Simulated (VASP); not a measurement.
A convergence study with VASP on MgO (rock salt): one setting is varied, all else stays as given below, so the limit is that of these other settings.

```xyz
2
Lattice="0.0000 2.1050 2.1050 2.1050 0.0000 2.1050 2.1050 2.1050 0.0000" Properties=species:S:1:pos:R:3 pbc="T T T"
Mg     0.0000     0.0000     0.0000
O      2.1050     2.1050     2.1050
```

Calculation: LDA (Ceperley-Alder, Perdew-Zunger), VASP's LDA PAW potentials (set 64) (plane waves; VASP 6.6.1). The tightest run used: 700 eV cut-off, 16×16×16 Monkhorst-Pack mesh, Gaussian smearing of 0.050 eV, potentials Mg O.

**Question.** The settings run are 1×1×1 mesh; 2×2×2 mesh; 3×3×3 mesh; 4×4×4 mesh; 5×5×5 mesh; 6×6×6 mesh; 7×7×7 mesh; 8×8×8 mesh; 9×9×9 mesh; 10×10×10 mesh; 11×11×11 mesh; 12×12×12 mesh; 13×13×13 mesh; 14×14×14 mesh; 15×15×15 mesh; 16×16×16 mesh. From which on does the energy per atom stay within 0.002 eV/atom of the tightest run?

**Answer.** From 4×4×4 mesh on: it is off by 0.0000 there and by no more than 0.002 in any finer run, while 3×3×3 mesh is off by 0.0481.
```csv
setting,E (eV/atom),pressure (GPa),irreducible k-points,difference judged (eV/atom)
1×1×1 mesh,-1.1247,62.01,1,5.5920
2×2×2 mesh,-6.7129,-7.77,2,0.0038
3×3×3 mesh,-6.6686,-7.32,4,0.0481
4×4×4 mesh,-6.7167,-7.79,10,0.0000
5×5×5 mesh,-6.7155,-7.80,10,0.0011
6×6×6 mesh,-6.7166,-7.80,28,0.0000
7×7×7 mesh,-6.7166,-7.80,20,0.0001
8×8×8 mesh,-6.7167,-7.79,60,0.0000
9×9×9 mesh,-6.7166,-7.80,35,0.0000
10×10×10 mesh,-6.7167,-7.80,110,0.0000
11×11×11 mesh,-6.7167,-7.80,56,0.0000
12×12×12 mesh,-6.7167,-7.79,182,0.0000
13×13×13 mesh,-6.7167,-7.79,84,0.0000
14×14×14 mesh,-6.7167,-7.79,280,0.0000
15×15×15 mesh,-6.7167,-7.80,120,0.0000
16×16×16 mesh,-6.7167,-7.79,408,0.0000
```

Left out are rungs that failed or repeat a setting and relaxations that didn't move; long series are thinned to 24 rows.

The compound is MgO in the rock salt structure. The cell was not relaxed at this level.
